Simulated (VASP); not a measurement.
An input for Quantum ESPRESSO's pw.x (written as the equivalent of a VASP run, and not itself run):

```
&CONTROL
  calculation = 'scf'
  pseudo_dir = './pseudo'
  outdir = './out'
  tprnfor = .true.
  tstress = .true.
/
&SYSTEM
  ibrav = 0
  nat = 6
  ntyp = 2
  ecutwfc = 86
  occupations = 'tetrahedra'
  input_dft = 'vdw-df2'
/
&ELECTRONS
  conv_thr = 7.3e-09
  electron_maxstep = 100
/
ATOMIC_SPECIES
  Mo 95.950 Mo.upf
  Se 78.971 Se.upf
CELL_PARAMETERS angstrom
     1.7246003   -2.9870958   -0.0000000
     1.7246003    2.9870958    0.0000000
    -0.0000000    0.0000000   13.6592619
ATOMIC_POSITIONS crystal
  Mo   0.3333330  0.6666670  0.2500000
  Mo   0.6666670  0.3333330  0.7500000
  Se   0.3333330  0.6666670  0.8741779
  Se   0.6666670  0.3333330  0.3741779
  Se   0.6666670  0.3333330  0.1258221
  Se   0.3333330  0.6666670  0.6258221
K_POINTS automatic
  8 8 2 0 0 0
```

Problem. Translate this input to VASP (INCAR, KPOINTS, POSCAR, choice of POTCAR).

Solution. This is not unique; one that fits is 
INCAR:
```
! general
SYSTEM   = MoSe2
PREC     = Accurate
ENCUT    = 520
LREAL    = .FALSE.
LASPH    = .TRUE.

! electronic loop
EDIFF    = 1E-7
NELM     = 100
ALGO     = Normal
LMAXMIX  = 4

! smearing
ISMEAR   = -5

! functional
GGA      = ML
LUSE_VDW = .TRUE.
AGGAC    = 0.0
ZAB_VDW  = -1.8867

! ions
ISIF     = 2

! output
LWAVE    = .FALSE.
LCHARG   = .TRUE.
LORBIT   = 11
NEDOS    = 601

! other
LEFG     = .TRUE.
```

### KPOINTS
```
Regular mesh
0
Gamma
  8 8 2
0 0 0
```

### POSCAR
```
MoSe2
3.4492010
  0.4999999298  -0.8660254221   0.0000000000
  0.4999999298   0.8660254221   0.0000000000
  0.0000000000   0.0000000000   3.9601235016
Mo Se
2 4
Cart
  0.4999999298   0.2886757180   0.9900308754
  0.4999999298  -0.2886757180   2.9700926262
  0.4999999298   0.2886757180   3.4618523343
  0.4999999298  -0.2886757180   1.4817905835
  0.4999999298  -0.2886757180   0.4982711673
  0.4999999298   0.2886757180   2.4783329181
```

POTCAR, in this order: Mo_sv Se (PBE.64 set). Program: vasp_std.

What does not carry over: the potentials are each code's own (VASP's PAW set, PseudoDojo norm-conserving files in pw.x), so ENCUT and ecutwfc are chosen apart and not converted; conv_thr bounds pw.x's estimated SCF error, while EDIFF bounds the energy change between steps; the field gradients of LEFG aren't asked of the other code.

The compound is MoSe2 in the 2H layered structure. It was relaxed first, which changed the volume by +16 %.
